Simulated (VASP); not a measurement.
Given:

```
CELL_PARAMETERS angstrom
      0.00000     3.48792     3.48792
      3.48792     0.00000     3.48792
      3.48792     3.48792     0.00000
ATOMIC_POSITIONS crystal
  Ba 0.00000 0.00000 0.00000
  S  0.25000 0.25000 0.25000
```

The numbers are results of PBEsol GGA, VASP's PBE PAW potentials (set 64) (plane waves; VASP), not measurements. Settings: 400 eV cut-off, 6×6×6 Γ-centred mesh, Gaussian smearing of 0.050 eV, potentials Ba_sv S.

Predict the energy per atom (σ→0).

```yaml
energy per atom (σ→0): -5080 meV/atom
```

The structure was generated: BaS was put into the zinc blende type (F-43m), which need not be its known phase. It was relaxed first, which changed the volume by -16 %. The start is the result of an earlier pass.
